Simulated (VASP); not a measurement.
A convergence study with VASP on Ta (bcc): a few settings are varied, all else stays as given below, so the limit is that of these other settings. The cell's lengths are 1 % over those of the tabulated start, so it is off equilibrium.

```yaml
crystal:
  lattice:
    - [-1.66650, 1.66650, 1.66650]
    - [1.66650, -1.66650, 1.66650]
    - [1.66650, 1.66650, -1.66650]
  atoms:
    - { symbol: Ta, position: [0.00000, 0.00000, 0.00000] }
```

Method: PBE GGA, VASP's PBE PAW potentials (set 64) (plane waves; VASP). The last row used: 550 eV cut-off, 13×13×13 Γ-centred mesh, first-order Methfessel-Paxton smearing of 0.10 eV, potentials Ta_pv.

```tsv
setting	E (eV/atom)	pressure (GPa)	electronic steps
ALGO = Normal, EDIFF = 1E-2	-11.8122	-2.34	8
ALGO = Normal, EDIFF = 1E-3	-11.8122	-1.93	9
ALGO = Normal, EDIFF = 1E-4	-11.8122	-1.94	9
ALGO = Normal, EDIFF = 1E-5	-11.8122	-1.95	9
ALGO = Normal, EDIFF = 1E-6	-11.8122	-1.69	11
ALGO = Normal, EDIFF = 1E-7	-11.8122	-1.69	12
ALGO = Normal, EDIFF = 1E-8	-11.8122	-1.70	14
ALGO = Normal, EDIFF = 1E-9	-11.8122	-1.70	14
ALGO = Fast, EDIFF = 1E-2	-11.8119	-4.01	8
ALGO = Fast, EDIFF = 1E-3	-11.8123	-0.20	9
ALGO = Fast, EDIFF = 1E-4	-11.8122	-1.59	11
ALGO = Fast, EDIFF = 1E-5	-11.8122	-1.65	12
ALGO = Fast, EDIFF = 1E-6	-11.8122	-1.71	13
ALGO = Fast, EDIFF = 1E-7	-11.8122	-1.71	14
ALGO = Fast, EDIFF = 1E-8	-11.8122	-1.70	19
ALGO = Fast, EDIFF = 1E-9	-11.8122	-1.70	20
ALGO = All, EDIFF = 1E-2	-11.8096	-2.19	9
ALGO = All, EDIFF = 1E-3	-11.8121	-1.54	11
ALGO = All, EDIFF = 1E-4	-11.8122	-1.67	12
ALGO = All, EDIFF = 1E-5	-11.8122	-1.70	14
ALGO = All, EDIFF = 1E-6	-11.8122	-1.70	15
ALGO = All, EDIFF = 1E-7	-11.8122	-1.69	17
ALGO = All, EDIFF = 1E-8	-11.8122	-1.69	18
ALGO = All, EDIFF = 1E-9	-11.8122	-1.69	22
```

Left out are rungs that failed or repeat a setting and relaxations that didn't move; long series are thinned to 24 rows.

The compound is Ta in the bcc structure. The cell was not relaxed at this level.
